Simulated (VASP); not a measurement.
Data:

```
CELL_PARAMETERS angstrom
      0.00000     2.04032     2.04032
      2.04032     0.00000     2.04032
      2.04032     2.04032     0.00000
ATOMIC_POSITIONS crystal
  Ag 0.00000 0.00000 0.00000
```

These are SCAN meta-GGA, VASP's PBE PAW potentials (set 64) (plane waves; VASP) values and carry that method's errors. Numerical set-up: 520 eV cut-off, 15×15×15 Γ-centred mesh, first-order Methfessel-Paxton smearing of 0.10 eV, potentials Ag.

Problem. What does the run give for the energy per atom (σ→0), band gap (on the k-mesh) with the smallest direct gap where there is one?

Solution. 
```
Property                                                     Value
------------------------  ----------------------------------------
band gap (on the k-mesh)  none (metal, semimetal or under 0.01 eV)
energy per atom (σ→0)                              -31.371 eV/atom
```

The compound is Ag in the fcc structure. It was relaxed first.
